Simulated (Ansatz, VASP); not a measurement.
# GaP: VASP beside Ansatz, part 2 of 2

Aim: how closely do two programs agree when they are given the same cell, functional and k mesh? The cell is taken from a series of runs on this material, whose earlier steps may have relaxed, scaled, displaced or heated it; both programs get it as it stands.

VASP 6.6.1 and Ansatz 0.2.0.

So far: The structure; VASP: zone-centre phonons, PBE.

## (3) Ansatz: zone-centre phonons, PBE

Level of this step: Ansatz beside VASP: Kohn-Sham DFT, plane waves, PBE (Ansatz).

Ansatz runs on its PAW soft_1 files.

The same cell, functional and mesh now go to Ansatz, which takes its cutoff from its data sets.

Contents of input.yaml:

```yaml
crystal:
  lattice:
    - [0.0, 2.8072591309, 2.8072591309]
    - [2.8072591309, 0.0, 2.8072591309]
    - [2.8072591309, 2.8072591309, 0.0]
  atoms:
    - { symbol: P, position: [0.75, 0.75, 0.75] }
    - { symbol: Ga, position: [0.0, 0.0, 0.0] }
kpoints:
  mp_grid: { grid: [12, 12, 12] }
hamiltonian:
  xc: pbe
  pseudopotentials: { kind: paw, azcp: { folder: soft_1 } }
scf:
  occupations: { method: fixed }
output:
  eigenvalues: true
phonons:
  method: dfpt
  dielectric: true
  rigid_motions: translations
```

On the command line:

```console
> ansatz run input.yaml --threads 4 --pin off --max-ram 10240MiB --backend cpu --events-out ev --progress --plain --runs-dir out
```

Numbers of over 12 decimals in the logs are rounded to 6 here.

The program printed:

```text
Engine: ansatz 0.2.0, x86_64-unknown-linux-gnu
Pseudopotentials: kind: paw
Pseudopotential: P, paw, valence charge 5, recommended cutoff 420 eV (normal), soft_1/P.paw.azcp
Pseudopotential: Ga, paw, valence charge 13, recommended cutoff 420 eV (normal), soft_1/Ga.paw.azcp
Functional definition: PBE
  parameter kappa = 0.804
  parameter beta = 0.066725
  exchange = pbe_x(kappa = kappa, mu = beta*pi^2/3)
  correlation = pbe_c(beta = beta)
Crystal: 2 atoms, lattice volume = 44.246 Å³
Basis set: ecut = 420 eV, 893 PW (Γ), exchange–correlation on 54×54×54 points (8 copies of the dense FFT grid, shifted against one another)
Bands: 13, of which v1, the nominal top of the filled ones, is band 9 counted from 1 (8 counted from 0)
Symmetry: 24 space group operations
k-points: 280 of 1728 (irreducible under 4 space group operations, time reversal used)
Non-local potential: P, projectors of the file, l = 0: 2, l = 1: 2, l = 2: 1
Non-local potential: Ga, projectors of the file, l = 0: 2, l = 1: 2, l = 2: 3, l = 3: 1
PAW form: soft (Blöchl's): semilocal exchange-correlation on the pseudo side does not see the compensation charge
PAW one-centre angular grid: P, 110 points (default); XC on 64 Gauss nodes
PAW one-centre angular grid: Ga, 590 points (default); XC on 64 Gauss nodes
Initial density: superposition of atomic densities (chi_scale 0.1, normalization cell, long waves kept (reshape's long-wave potential 0.00 eV rms))
Initial wavefunctions: pseudopotential atomic-orbital guess
Functional: x = pbe(κ = 0.804, μ = 0.219515), c = pbe(β = 0.066725)
SCF iter   1: F=—  HF=-4539.657498 eV  |F-HF|=—  |Δ(HF+E_count)|=         —  Δρ=4.31e-2  dr2=6.43e-1  ethr=3.10e-3  ⟨swp⟩=5.0  Hψ=19526  notcnv=0  defer=518
preconditioner: auto → none  [insulator: Δε(μ)=1.263 eV  Ē_g=14.978 eV  n_scr=14 (ndim 8)  ℏωp=23.7 eV  f_vac=0.000  ε∞_Penn≈3.5]
SCF iter   2: F=—  HF=-4539.540555 eV  |F-HF|=—  |Δ(HF+E_count)|=   1.17e-1  Δρ=2.03e-2  dr2=1.01e-1  ethr=3.10e-3  ⟨swp⟩=2.0  Hψ=6682  notcnv=0  defer=521
SCF iter   3: F=—  HF=-4539.536972 eV  |F-HF|=—  |Δ(HF+E_count)|=   3.58e-3  Δρ=5.64e-3  dr2=1.47e-2  ethr=5.59e-4  ⟨swp⟩=3.0  Hψ=6737  notcnv=0  defer=532
SCF iter   4: F=—  HF=-4539.533064 eV  |F-HF|=—  |Δ(HF+E_count)|=   3.91e-3  Δρ=1.89e-3  dr2=6.45e-4  ethr=8.18e-5  ⟨swp⟩=2.1  Hψ=6775  notcnv=0  defer=547
SCF iter   5: F=—  HF=-4539.532718 eV  |F-HF|=—  |Δ(HF+E_count)|=   3.46e-4  Δρ=4.04e-4  dr2=3.09e-5  ethr=3.58e-6  ⟨swp⟩=2.0  Hψ=6736  notcnv=0  defer=544
SCF iter   6: F=—  HF=-4539.532739 eV  |F-HF|=—  |Δ(HF+E_count)|=   2.07e-5  Δρ=4.00e-5  dr2=3.29e-7  ethr=1.71e-7  ⟨swp⟩=3.0  Hψ=6304  notcnv=0  defer=135
SCF iter   7: F=—  HF=-4539.532739 eV  |F-HF|=—  |Δ(HF+E_count)|=   1.63e-8  Δρ=5.68e-6  dr2=1.11e-8  ethr=1.83e-9  ⟨swp⟩=2.0  Hψ=6152  notcnv=0
SCF iter   8: F=-4539.532739 eV  HF=-4539.532739 eV  |F-HF|=6.09e-11  |Δ(HF+E_count)|=   2.87e-8  Δρ=2.81e-7  dr2=2.69e-11  ethr=1.00e-12  ⟨swp⟩=8.6  Hψ=29108  notcnv=0
SCF 1 converged in 8 iterations: F = -4539.532739 eV  dr2 = 2.69e-11
  greatest PAW one-centre occupation: 0.994 electrons in one spin orbital (limit 2), on the Ga atom at site 1 (counted from 0), in its partial waves of l = 2
NSCF: frozen V_eff on 1 k-points
DFPT response loops at Γ: preconditioner auto → none (the input reference at scf.mixing.eps_inf says where Resta's filter doesn't serve); β = 0.50; Broyden in place of MSR1
── the response to a field inside a basis, on 14×14×14 k-points: an SCF that follows is theirs, and a resumed run solves both again ──
Bands: 10, of which v1, the nominal top of the filled ones, is band 9 counted from 1 (8 counted from 0)
k-points: 280
Initial density: handed on by an earlier stage of this run
Initial wavefunctions: pseudopotential atomic-orbital guess (no wavefunctions were taken with the density)
Eigensolver: Dense (280 Hₖ)
SCF iter   1: F=—  HF=-4539.531920 eV  |F-HF|=—  |Δ(HF+E_count)|=         —  Δρ=1.88e-4  dr2=6.17e-6  ethr=1.00e-1
preconditioner: auto → none  [insulator: Δε(μ)=1.188 eV  Ē_g=12.831 eV  n_scr=14 (ndim 8)  ℏωp=23.7 eV  f_vac=0.017  ε∞_Penn≈4.4]
SCF iter   2: F=—  HF=-4539.531919 eV  |F-HF|=—  |Δ(HF+E_count)|=   9.42e-7  Δρ=1.43e-4  dr2=3.71e-6  ethr=3.43e-8
SCF iter   3: F=—  HF=-4539.531920 eV  |F-HF|=—  |Δ(HF+E_count)|=   9.69e-7  Δρ=3.37e-5  dr2=5.20e-7  ethr=2.06e-8
SCF iter   4: F=-4539.531919 eV  HF=-4539.531919 eV  |F-HF|=9.22e-9  |Δ(HF+E_count)|=   6.68e-7  Δρ=5.66e-6  dr2=1.29e-8  ethr=2.89e-9
SCF 1 converged in 4 iterations: F = -4539.531919 eV  dr2 = 1.29e-8
DFPT response loops at Γ: mixed as the last ones told, above
WARN: field response: ε∞ stands inside a basis, on 14×14×14 points; the force constants stand on the 12×12×12 k-mesh, whose period is 11.20 times the interband length at k = (0.0000, 0.0000, 0.0000), direct gap 1.111 eV, under 14: take them and everything formed from them as unconverged, and compare with a denser kpoints.mp_grid
SCF converged after 8 iterations
Free energy (F): -4539.532739 eV
Harris-Foulkes:  -4539.532739 eV  (|F-HF|=6.09e-11)
Internal energy: -4539.532739 eV  (E = F + TS)
E sigma→0 (E₀):  -4539.532739 eV
Fermi energy:    6.001139 eV
--- Per-component energies (eV) ---
  E_band       = -74.294782
  E_kinetic    = 178.145702
  E_local      = -1734.409319  (includes V_loc(G=0)·N_el)
  E_nonlocal   = -60.533112
  E_hartree    = 1036.699190
  E_xc         = -135.065923
  E_vxc        = -115.463964  (∫ρ·V_xc dr)
  E_paw        = -2550.070722  (= ΣΔE_a)
  E_vpaw       = -415.432359  (= ΣTr[D̂ρ^β])
  E_aug_tail   = -0.000221  (compensation charges beyond the density's cutoff)
  E_ewald      = -1274.298334
  E_smearing   = -0.000000  (= −TS)
  E_closure    = -0.000000  (closes the sum)
  Σ components = -4539.532739   (vs F -4539.532739, Δ=0.00e0)
--- Band table (eV; the first three rows and the last of 280) ---
  k-point 0: bands = [... 5 lower, -5.8565, 6.0011, 6.0011, 6.0011, 7.1124, 9.8987, 9.8987, 9.8987]
  k-point 1: bands = [... 5 lower, -5.7761, 5.0567, 5.9061, 5.9061, 7.7320, 10.0306, 10.0492, 10.0492]
  k-point 2: bands = [... 5 lower, -5.5404, 3.6654, 5.6780, 5.6780, 8.0101, 10.3920, 10.3920, 10.7392]
  k-point 279: bands = [... 5 lower, -3.2212, -0.1808, 2.8273, 2.9883, 10.4710, 10.6774, 11.8347, 12.1572]
--- Phonons (Γ-DFPT): 2 representative perturbations + reference, on 280 of 1728 k-points (Σ response iterations 6) ---
  k mesh reduced under 4 symmetry operations, with k and −k counted as one. Each operation leaves every solved perturbation unchanged. A smaller set is not considered because the run solves the response to a homogeneous field
  ASR residual: 2.141e-4 → 0.000e0 eV/Å²; symmetrization residual: 1.033e-6 eV/Å²
  ASR residual per site (eV/Å²): 2.54e-5 2.14e-4
  Γ frequencies (cm⁻¹): 0.00 0.00 0.00 320.62 320.62 320.62
  ε∞ (high-frequency dielectric tensor):
       11.297368    -0.000000    -0.000000
       -0.000000    11.297368     0.000000
       -0.000000     0.000000    11.297368
  ε⁰ (static dielectric tensor: ions relaxed, cell fixed):
       13.947522    -0.000000     0.000000
       -0.000000    13.947522    -0.000000
        0.000000    -0.000000    13.947522
  ε⁰ − ε∞ (ionic part):
        2.650154     0.000000     0.000000
        0.000000     2.650154    -0.000000
        0.000000    -0.000000     2.650154
  softest optical mode at Γ: 320.62 cm⁻¹; the repairs (sum rule, projections) moved no ω² at Γ by more than (0.94 cm⁻¹)²
  Born effective charges Z* (e; rows j = field, columns β = displacement):
    site 0:
        -2.29211   -0.00000   -0.00000
         0.00000   -2.29211   -0.00000
        -0.00000   -0.00000   -2.29211
    site 1:
         2.29211    0.00000    0.00000
        -0.00000    2.29211    0.00000
         0.00000    0.00000    2.29211
  Z* charge neutrality: 3.593e-4 e pre-enforcement
  solved inside a basis spanned on kpoints, on 14×14×14 k-points transformed towards the longest dipole: ε∞ is read to err by 3.1e-2, Z* by 1.4e-2 e (field_mesh: kpoints solves on kpoints); Z* is corrected for what the basis lacks
  optical modes at Γ without the LO–TO term, one row a degenerate level:
      ω (cm⁻¹)  modes    IR ((D/Å)²/amu)
        320.62      3            16.9551
  optical modes at Γ + LO–TO along q̂ = [1.0000, 0.0000, 0.0000]:
      ω (cm⁻¹)  modes    IR ((D/Å)²/amu)
        320.62      2            11.3034
        356.25      1             5.6517
  optical modes at Γ + LO–TO along q̂ = [0.0000, 1.0000, 0.0000]:
      ω (cm⁻¹)  modes    IR ((D/Å)²/amu)
        320.62      2            11.3034
        356.25      1             5.6517
  optical modes at Γ + LO–TO along q̂ = [0.0000, 0.0000, 1.0000]:
      ω (cm⁻¹)  modes    IR ((D/Å)²/amu)
        320.62      2            11.3034
        356.25      1             5.6517
```

The column dr2 measures how far the density is from self-consistency, as an energy; F and HF (Harris–Foulkes) agree once it is small.

## (4) Comparison

Known differences besides the potentials themselves: fixed occupations in Ansatz, narrow Gaussian smearing in VASP; VASP's response is taken on the typed mesh, Ansatz refines its own for the field response alone; the cutoff is 420 eV in Ansatz and 500 eV in VASP. Total energies have different zeros and are not compared.

Compared:

```tsv
quantity	Ansatz	VASP	difference
ε∞ xx	11.30	11.62	-2.81 %
ε∞ yy	11.30	11.62	-2.81 %
ε∞ zz	11.30	11.62	-2.81 %
Born charge of P1 (mean of the diagonal) (e)	-2.29	-2.33	+0.03
Born charge of Ga2 (mean of the diagonal) (e)	2.29	2.33	-0.03
optical mode 1 to 3 (cm⁻¹)	320.6	320.0	+0.18 %
```

Modes are paired by rising frequency, not by their patterns, so a pair may set unlike modes beside each other; they are those without the splitting of longitudinal modes.

## (5) Summary of results

| Quantity | Value |
| --- | --- |
| r.m.s. difference of the optical zone-centre modes, each program's sorted by frequency (zone-centre phonons, PBE) | 0.58 cm⁻¹ |
| difference in ε∞ xx (zone-centre phonons, PBE) | -2.8 % |

In words: The r.m.s. difference of the optical zone-centre modes, each program's sorted by frequency is 0.58 cm⁻¹ (zone-centre phonons, PBE). Among the rows given in per cent, the largest difference of the zone-centre phonons, PBE pair is in ε∞ xx, -2.8 %. Such differences can come from data sets, numerical settings and the points named under the comparisons, not from the functional's error against experiment.

[Lines on the potential files, build, host, timing and source positions are cut from VASP's logs without a mark.]

[Logs are printed without paths, hosts, clocks, repeated set-up lines and the standing remarks that a program may print on its own settings, such as how far it seeks lower states.]

[Hosts, paths, dates, database ids (printed as entryN), source tags and the programs' standing remarks are cut or masked in the printed files.]
